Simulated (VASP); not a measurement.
All values below come from PBE GGA, VASP's PBE PAW potentials (set 64) (plane waves; VASP).

A VASP calculation is set up with these files.

INCAR:
```
! general
SYSTEM  = MoS2
PREC    = Accurate
ENCUT   = 300
LREAL   = .FALSE.
LASPH   = .TRUE.

! electronic loop
EDIFF   = 1E-6
NELM    = 100
ALGO    = Normal
LMAXMIX = 4

! smearing
ISMEAR  = 0
SIGMA   = 0.2

! functional
GGA     = PE

! ions
ISIF    = 2

! output
LWAVE   = .FALSE.
LCHARG  = .FALSE.
```

**POSCAR**
```
MoS2
1
    5.8195320000     0.0000000000     0.0000000000
    0.0000000000     5.8195320000     0.0000000000
    0.0000000000     0.0000000000     3.7478080000
Mo S
2 4
Direct
  0.0000000000   0.0000000000   0.0000000000
  0.5000000000   0.5000000000   0.5000000000
  0.3049600000   0.3049600000   0.0000000000
  0.8049600000   0.1950400000   0.5000000000
  0.1950400000   0.8049600000   0.5000000000
  0.6950400000   0.6950400000   0.0000000000
```

File KPOINTS:
```
K-points
0
Gamma
  3 3 4
0 0 0
```

POTCAR, in this order: Mo_sv S (PBE.64 set). Program: vasp_std.

Output of the run:

### OUTCAR
```
 ion  position               nearest neighbor table
   1  0.000  0.000  0.000-   4 2.47   5 2.47   4 2.47   5 2.47   3 2.51   6 2.51
   2  0.500  0.500  0.500-   3 2.47   6 2.47   3 2.47   6 2.47   5 2.51   4 2.51
   3  0.305  0.305  0.000-   2 2.47   2 2.47   1 2.51
   4  0.805  0.195  0.500-   1 2.47   1 2.47   2 2.51
   5  0.195  0.805  0.500-   1 2.47   1 2.47   2 2.51
   6  0.695  0.695  0.000-   2 2.47   2 2.47   1 2.51
  LATTYP: Found a simple tetragonal cell.
 ALAT       =     5.8195320000
 C/A-ratio  =     0.6440050506
 Subroutine PRICEL returns:
 Original cell was already a primitive cell.
 Subroutine GETGRP returns: Found 16 space group operations
The static configuration has the point symmetry D_2h.
 The point group associated with its full space group is D_4h.
The dynamic configuration has the point symmetry D_2h.
 Subroutine INISYM returns: Found 16 space group operations
 Subroutine IBZKPT returns following result:
 Found      9 irreducible k-points:

 Following reciprocal coordinates:
            Coordinates               Weight
  0.000000  0.000000  0.000000      1.000000
  0.333333  0.000000  0.000000      4.000000
  0.333333  0.333333  0.000000      4.000000
  0.000000  0.000000  0.250000      2.000000
  0.333333  0.000000  0.250000      8.000000
  0.333333  0.333333  0.250000      8.000000
  0.000000  0.000000  0.500000      1.000000
  0.333333  0.000000  0.500000      4.000000
  0.333333  0.333333  0.500000      4.000000
   k-points           NKPTS =      9   k-points in BZ     NKDIM =      9   number of bands    NBANDS=     31
   number of dos      NEDOS =    301   number of ions     NIONS =      6
   total plane-waves  NPLWV =  31104
   dimension x,y,z NGX =    36 NGY =   36 NGZ =   24
   dimension x,y,z NGXF=    72 NGYF=   72 NGZF=   48
   ions per type =               2   4
   PREC   = accura    normal or accurate (medium, high low for compatibility)
   ISTART =      0    job   : 0-new  1-cont  2-samecut
   ICHARG =      2    charge: 1-file 2-atom 10-const
...
```

**OSZICAR**
```
       N       E                     dE             d eps       ncg     rms          rms(c)
DAV:   1     0.282350307447E+03    0.28235E+03   -0.21239E+04   678   0.102E+03
DAV:   2    -0.271208621560E+02   -0.30947E+03   -0.30382E+03   721   0.299E+02
DAV:   3    -0.439723010593E+02   -0.16851E+02   -0.16570E+02   740   0.599E+01
DAV:   4    -0.444229468971E+02   -0.45065E+00   -0.44615E+00   664   0.928E+00
DAV:   5    -0.444361890362E+02   -0.13242E-01   -0.13232E-01   740   0.147E+00    0.240E+01
DAV:   6    -0.418508918590E+02    0.25853E+01   -0.34963E+01   581   0.284E+01    0.127E+01
DAV:   7    -0.406756378040E+02    0.11753E+01   -0.19617E+01   565   0.184E+01    0.805E+00
DAV:   8    -0.402438993699E+02    0.43174E+00   -0.17114E+00   656   0.710E+00    0.163E+00
DAV:   9    -0.402537304005E+02   -0.98310E-02   -0.10743E-01   807   0.136E+00    0.705E-01
DAV:  10    -0.402504670731E+02    0.32633E-02   -0.27472E-02   706   0.918E-01    0.219E-01
DAV:  11    -0.402503809477E+02    0.86125E-04   -0.21040E-03   798   0.252E-01    0.583E-02
DAV:  12    -0.402504160009E+02   -0.35053E-04   -0.94499E-05   709   0.539E-02    0.192E-02
DAV:  13    -0.402504246464E+02   -0.86455E-05   -0.15636E-05   638   0.199E-02    0.513E-03
DAV:  14    -0.402504256633E+02   -0.10168E-05   -0.10514E-06   487   0.573E-03    0.238E-03
DAV:  15    -0.402504258952E+02   -0.23194E-06   -0.49570E-07   426   0.330E-03
   1 F= -.40250426E+02 E0= -.40186335E+02  d E =-.128183E+00
```

### OUTCAR
```
------------------------ aborting loop because EDIFF is reached ----------------------------------------
  FORCE on cell =-STRESS in cart. coord.  units (eV):
  Direction    XX          YY          ZZ          XY          YZ          ZX
  --------------------------------------------------------------------------------------
  Total       -5.7503063     -5.7503063    -12.8146843     -0.0000000      0.0000000      0.0000000
  in kB      -72.5852043    -72.5852043   -161.7577277     -0.0000000      0.0000000      0.0000000
  external PRESSURE =    -102.3093787 kB  Pullay stress =       0.0000000 kB
  volume of cell :      126.93
      direct lattice vectors                 reciprocal lattice vectors
     5.819532000  0.000000000  0.000000000     0.171835124  0.000000000  0.000000000
     0.000000000  5.819532000  0.000000000     0.000000000  0.171835124  0.000000000
     0.000000000  0.000000000  3.747808000     0.000000000  0.000000000  0.266822633
 POSITION                                       TOTAL-FORCE (eV/Angst)
 -----------------------------------------------------------------------------------
      0.00000      0.00000      0.00000         0.000000      0.000000      0.000000
      2.90977      2.90977      1.87390         0.000000      0.000000      0.000000
      1.77472      1.77472      0.00000        -0.157922     -0.157922     -0.000000
      4.68449      1.13504      1.87390        -0.157922      0.157922      0.000000
      1.13504      4.68449      1.87390         0.157922     -0.157922      0.000000
      4.04481      4.04481      0.00000         0.157922      0.157922      0.000000
 -----------------------------------------------------------------------------------
    total drift:                                0.000000      0.000000      0.000000
  FREE ENERGIE OF THE ION-ELECTRON SYSTEM (eV)
  ---------------------------------------------------
  free  energy   TOTEN  =       -40.2504258952 eV

  energy  without entropy=      -40.1222432047  energy(sigma->0) =      -40.18633455
```
(Selected blocks of OUTCAR.)

At this cut-off the stress carries a Pulay error, which pulls relaxed volumes low.

The structure was generated: MoS2 was put into an ordered model structure, which need not be its known phase. The cell was not relaxed at this level. The k-mesh is coarse (spacing up to 0.42 per Å, 2π included), so the numbers may not be converged in it. The run is one of a series of settings (KPOINTS 3×3×4 Γ-centred mesh against the base run), some of them coarse on purpose.
